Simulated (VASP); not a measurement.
```yaml
crystal:
  lattice:
    - [0.00000, 2.71633, 2.71633]
    - [2.71633, 0.00000, 2.71633]
    - [2.71633, 2.71633, 0.00000]
  atoms:
    - { symbol: Ga, position: [0.00000, 0.00000, 0.00000] }
    - { symbol: P, position: [0.25000, 0.25000, 0.25000] }
```

All values below come from PBE GGA with D4 dispersion, VASP's PBE PAW potentials (set 64) (plane waves; VASP). Settings: 520 eV cut-off, 9×9×9 Γ-centred mesh, tetrahedra with Blöchl corrections, potentials Ga_d P.

Task: Estimate the energy per atom (σ→0).

Result: 
```json
{
 "energy per atom (σ→0)": "-4.972 eV/atom"
}
```

Only differences to runs with the same potentials and settings are physical.

The compound is GaP in the zinc blende structure. It was relaxed first.
